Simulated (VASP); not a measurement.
Output of a VASP run:

**OSZICAR**
```
...
       N       E                     dE             d eps       ncg     rms          rms(c)
DAV:   1    -0.655173822651E+02    0.21108E-01   -0.90720E+00  2166   0.281E+01    0.451E-01
DAV:   2    -0.655660318202E+02   -0.48650E-01   -0.43719E-01  2166   0.435E+00    0.939E-01
DAV:   3    -0.655487481708E+02    0.17284E-01   -0.11435E-01  2330   0.244E+00    0.398E-01
DAV:   4    -0.655479451809E+02    0.80299E-03   -0.66780E-03  2190   0.587E-01    0.311E-01
DAV:   5    -0.655480325856E+02   -0.87405E-04   -0.88786E-03  2482   0.643E-01    0.223E-01
DAV:   6    -0.655472770963E+02    0.75549E-03   -0.63251E-03  2434   0.663E-01    0.572E-02
DAV:   7    -0.655472218647E+02    0.55232E-04   -0.45167E-04  2370   0.174E-01    0.263E-02
DAV:   8    -0.655472132756E+02    0.85891E-05   -0.59744E-05  1898   0.518E-02
   3 F= -.65547213E+02 E0= -.65546346E+02  d E =-.268212E+00
       N       E                     dE             d eps       ncg     rms          rms(c)
DAV:   1    -0.655466899865E+02    0.53188E-03   -0.13285E-01  2172   0.340E+00    0.519E-02
DAV:   2    -0.655473555907E+02   -0.66560E-03   -0.60341E-03  2102   0.507E-01    0.108E-01
DAV:   3    -0.655471350715E+02    0.22052E-03   -0.12677E-03  2332   0.281E-01    0.509E-02
DAV:   4    -0.655471304427E+02    0.46287E-05   -0.58298E-05  1730   0.546E-02
   4 F= -.65547130E+02 E0= -.65546277E+02  d E =-.268129E+00
       N       E                     dE             d eps       ncg     rms          rms(c)
DAV:   1    -0.655433842695E+02    0.37508E-02   -0.21029E+00  2224   0.129E+01    0.197E-01
DAV:   2    -0.655505483682E+02   -0.71641E-02   -0.73282E-02  2020   0.188E+00    0.355E-01
DAV:   3    -0.655492768609E+02    0.12715E-02   -0.11787E-02  2460   0.881E-01    0.245E-01
DAV:   4    -0.655490590228E+02    0.21784E-03   -0.18023E-03  2352   0.312E-01    0.191E-01
DAV:   5    -0.655492505945E+02   -0.19157E-03   -0.15669E-03  2366   0.252E-01    0.181E-01
DAV:   6    -0.655488590349E+02    0.39156E-03   -0.26341E-03  2374   0.438E-01    0.384E-02
DAV:   7    -0.655488514664E+02    0.75685E-05   -0.13697E-04  2178   0.871E-02    0.219E-02
DAV:   8    -0.655488463131E+02    0.51534E-05   -0.30828E-05  1610   0.331E-02
   5 F= -.65548846E+02 E0= -.65547993E+02  d E =-.171587E-02
       N       E                     dE             d eps       ncg     rms          rms(c)
DAV:   1    -0.655488447798E+02    0.66867E-05   -0.10197E-03  2270   0.285E-01    0.417E-03
DAV:   2    -0.655488483331E+02   -0.35533E-05   -0.35876E-05  1808   0.433E-02    0.802E-03
DAV:   3    -0.655488476152E+02    0.71792E-06   -0.58739E-06  1126   0.209E-02    0.544E-03
DAV:   4    -0.655488475275E+02    0.87704E-07   -0.79876E-07   982   0.724E-03
   6 F= -.65548848E+02 E0= -.65547995E+02  d E =-.171708E-02
       N       E                     dE             d eps       ncg     rms          rms(c)
DAV:   1    -0.655484817547E+02    0.36586E-03   -0.14020E-01  2172   0.350E+00    0.566E-02
DAV:   2    -0.655490327030E+02   -0.55095E-03   -0.56202E-03  1872   0.446E-01    0.637E-02
DAV:   3    -0.655490194145E+02    0.13288E-04   -0.83934E-04  2694   0.219E-01    0.587E-02
DAV:   4    -0.655489759792E+02    0.43435E-04   -0.32699E-04  2008   0.137E-01    0.375E-02
DAV:   5    -0.655489742434E+02    0.17358E-05   -0.15835E-04  1862   0.560E-02    0.155E-02
DAV:   6    -0.655489698511E+02    0.43923E-05   -0.38252E-05  1558   0.577E-02
   7 F= -.65548970E+02 E0= -.65548117E+02  d E =-.122324E-03
```

### OUTCAR
```
------------------------ aborting loop because EDIFF is reached ----------------------------------------
  FORCE on cell =-STRESS in cart. coord.  units (eV):
  Direction    XX          YY          ZZ          XY          YZ          ZX
  --------------------------------------------------------------------------------------
  Total       -2.6169267     -2.6169276     -0.8925130     -0.0000000     -0.0000000      0.0000000
  in kB      -23.4069332    -23.4069409     -7.9830254     -0.0000000     -0.0000000      0.0000000
  external PRESSURE =     -18.2656332 kB  Pullay stress =       0.0000000 kB
  volume of cell :      179.13
      direct lattice vectors                 reciprocal lattice vectors
     2.719917577  0.000000000  0.000000000     0.367658200  0.212267525  0.000000000
    -1.359958788  2.355518108  0.000000000     0.000000000  0.424535051  0.000000000
     0.000000000  0.000000000 27.958600859     0.000000000  0.000000000  0.035767169
 POSITION                                       TOTAL-FORCE (eV/Angst)
 -----------------------------------------------------------------------------------
      1.35996      0.78517     10.62877        -0.000000     -0.000000      0.022916
     -0.00000      1.57035      8.60290        -0.000000     -0.000000      0.006435
      1.35996      0.78517     15.02378        -0.000000     -0.000000      0.004335
     -0.00000      1.57035     12.93482         0.000000      0.000000     -0.004335
      1.35996      0.78517     19.35570        -0.000000      0.000000     -0.006435
     -0.00000      1.57035     17.32983        -0.000000      0.000000     -0.022916
 -----------------------------------------------------------------------------------
    total drift:                                0.000000      0.000000      0.000000
  FREE ENERGIE OF THE ION-ELECTRON SYSTEM (eV)
  ---------------------------------------------------
  free  energy   TOTEN  =       -65.5489698511 eV

  energy  without entropy=      -65.5464117472  energy(sigma->0) =      -65.54811715

 reached required accuracy - stopping structural energy minimisation
```
(Selected blocks of OUTCAR.)

### POSCAR
```
Tc(001) slab
1
    2.7199175767     0.0000000000     0.0000000000
   -1.3599587883     2.3555181084     0.0000000000
    0.0000000000     0.0000000000    27.9586008595
Tc
6
Direct
  0.6666670000   0.3333330000   0.3831200000
  0.3333330000   0.6666670000   0.3052010000
  0.6666670000   0.3333330000   0.5389600000
  0.3333330000   0.6666670000   0.4610400000
  0.6666670000   0.3333330000   0.6947990000
  0.3333330000   0.6666670000   0.6168800000
```

Q: Reconstruct the remaining input files.

A: One answer among several that fit: the input of the run itself, PBEsol GGA, plane waves, VASP's PBE PAW potentials (set 64).

### KPOINTS
```
kpoints
0
G
 12 12 1
```

INCAR:
```
SYSTEM = Tc(001) slab
PREC = Normal
ENCUT = 400
EDIFF = 1E-5
NELM = 100
ALGO = Normal
LREAL = .FALSE.
LASPH = .TRUE.
ISMEAR = 1
SIGMA = 0.1
GGA = PS
LMAXMIX = 4
LWAVE = .TRUE.
LCHARG = .FALSE.
NELMIN = 4
LDIPOL = .TRUE.
IDIPOL = 3
DIPOL = 0.5 0.5 0.5
IBRION = 2
ISIF = 2
NSW = 50
EDIFFG = -0.03
```

POTCAR, in this order: Tc_pv (PBE.64 set). Program: vasp_std.

The cell is a thin slab with vacuum, built from Tc (hcp): (001) face.
